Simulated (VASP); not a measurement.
AsAu:

```xyz
2
Lattice="0.0000 2.9203 2.9203 2.9203 0.0000 2.9203 2.9203 2.9203 0.0000" Properties=species:S:1:pos:R:3 pbc="T T T"
Au    0.0000    0.0000    0.0000
As    1.4601    1.4601    1.4601
```

The cell comes from a database or a generator and needn't be the stable form of this composition.

Base run:

- Program: VASP 6.6.1
- Functional: PBE
- Potentials or basis: VASP PAW PBE potentials, release 64 (Au, As)
- Cutoff: 520 eV
- k mesh: 11 × 11 × 11
- Occupations: fermi-dirac, width 0.08 eV
- Spin: no spin polarisation

Its results: pressure -0.1 GPa.

Task: The run is repeated on the same cell with these changes: spin from no spin polarisation to non-collinear spin, zero start, spin-orbit coupling; further incar settings from ALGO = Normal; EDIFF = 1e-08; NBANDS = 15 to ALGO = Fast; EDIFF = 1e-08; NBANDS = 28. What comes out?

Result: Pressure -0.5 GPa; net moment 0.00 μB per cell.
